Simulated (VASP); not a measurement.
# SnTe: energy against volume

SnTe (rock salt, Fm-3m, 32.836 Å³/atom and stress up to 0.12 GPa in the relaxed cell, cube axes along x, y and z) under an equal strain ε along all three axes. PBE in VASP (plane waves, PAW), 480 eV, 8×8×8 Γ-centred mesh, Gaussian smearing 0.05 eV; ions are relaxed, or left where forces stay under 0.02 eV/Å, within the symmetry of each cell.

Here V stands for volume and E for E less E0.

| volume (Å³/atom) | E less E0 (meV/atom) | pressure (GPa) |
|---|---|---|
| 30.9054 | 17.43 | 2.92 |
| 31.3809 | 9.94 | 2.13 |
| 31.8612 | 4.65 | 1.41 |
| 32.3464 | 1.37 | 0.74 |
| 32.8365 | 0.00 | 0.12 |
| 33.3315 | 0.44 | -0.46 |
| 33.8314 | 2.69 | -1.02 |
| 34.3364 | 6.66 | -1.53 |
| 34.8463 | 12.27 | -2.02 |
| 35.8813 | ? | ? |

Taking the third-order Birch-Murnaghan form, a cubic in V^(-2/3) for E over the 9 complete rows: With u = V^(-2/3) - 0.0976, the rows have u = 0.0039415, 0.0029132, 0.0019005, 0.0009030, -0.0000796, -0.0010475, -0.0020010, -0.0029407, -0.0038663. Least squares gives E = 0.014 + 600.5·u + 970938·u² - 919425·u³. Residuals (row less fit): 0.021, -0.041, -0.006, 0.023, 0.028, -0.011, -0.017, -0.008, 0.011; standard error 0.028 (degrees of freedom: 5). Its minimum lies at u = -0.0003091, so V0 = (0.0972909)^(-3/2) = 32.95. There d²E/du² = 1944000 and d³E/du³ = -5517000, so B0 = (4/9) × 32.95^(-7/3) × 1944000 × 0.160218 = 39.8 GPa (the last factor turns the table's units into GPa), and B0' = 4 + (2/3) × 0.0972909 × (-5517000)/1944000 = 3.8. B0' rests on the cubic coefficient alone and has a standard error of 0.2 from these residuals.

Q: Estimate the missing E (V = 35.8813); what did the run itself give?

A: u = -0.0056776, so E = 0.014 + 600.5 × (-0.0056776) + 970938 × (-0.0056776)² - 919425 × (-0.0056776)³ = 28.071 meV/atom. The calculation gives 28.07 meV/atom, which the fit meets to the printed digits. The row lies outside the fitted rows, so this is an extrapolation. From the scatter of the fitted rows alone, a prediction at this place has a standard error of 0.115 meV/atom, so the miss is 0.0 times that.

This level leaves no gap over 0.05 eV at strain -1.00, -0.50, 0.00 %. Spin-orbit coupling is left out, which can shift these values for the heavy elements here. Other structures, which can take over under pressure, weren't tried. The same form fitted to the pressure column gives B0' = 4.2; series where the two differ by over 0.4 aren't shown. SnTe stands in this structure, which distorts at low temperature. Rows are the converged runs of the series near zero and its far end, less any whose ions stayed unrelaxed beside relaxed ones; series whose fitted rows scatter by over a few per cent of the range, as at a crossing or softening among them, aren't shown in this form.
